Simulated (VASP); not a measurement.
Input of a VASP 6.6.1 run:

Contents of INCAR:

```
SYSTEM = Cu
  PREC = Accurate
  ENCUT = 350
  EDIFF = 1E-7
  ISMEAR = 0
  SIGMA = 0.1
  LREAL = .False.
  LASPH = .True.
  NELM = 80
  ALGO = Normal
  ISIF = 3
  LWAVE = .False.
  LCHARG = .False.
  IBRION = 2
  NSW = 80
  EDIFFG = -0.002
```

The input KPOINTS:

```
regular mesh
0
Gamma
  10 10 10
  0 0 0
```

Contents of POSCAR:

```
Cu
1.0
    0.0000000000      1.8075000000      1.8075000000
    1.8075000000      0.0000000000      1.8075000000
    1.8075000000      1.8075000000      0.0000000000
Cu
1
Direct
    0.0000000000      0.0000000000      0.0000000000
```

Potentials or basis: VASP PAW LDA potentials, release 64 (Cu).

The run is started by

```sh
$ cat potpaw_LDA.64/Cu/POTCAR > POTCAR
$ mpirun -np 1 vasp_std > vasp.out
```

**Question.** Predict the space group after relaxing (to 0.05 Å).

**Answer.** Fm-3m (No. 225).

**Question.** Predict the relaxed cell.

**Answer.** a = 2.490 Å, b = 2.490 Å, c = 2.490 Å, α = 60.00°, β = 60.00°, γ = 60.00°.

**Question.** What does it give for the band gap on the k mesh?

**Answer.** None (metal or under the smearing width).

**Question.** What does it give for the relaxed volume?

**Answer.** 10.92 Å³/atom.

Step by step:
```csv
step,energy change (eV),largest force (eV/Å),pressure (GPa),volume (Å³)
1,0.0000,0.0000,-11.56,11.81
2,-0.0203,0.0000,9.65,10.41
3,-0.0348,0.0000,-0.05,10.92
4,-0.0348,0.0000,0.20,10.91
5,-0.0348,0.0000,-0.07,10.92
6,-0.0348,0.0000,-0.02,10.92
```

Caveat: the cutoff is under 1.25 times the usual one of these potentials, so pressure, stress and relaxed cells hold a basis-set (Pulay) error. Zero-point motion and thermal expansion aren't in these numbers.
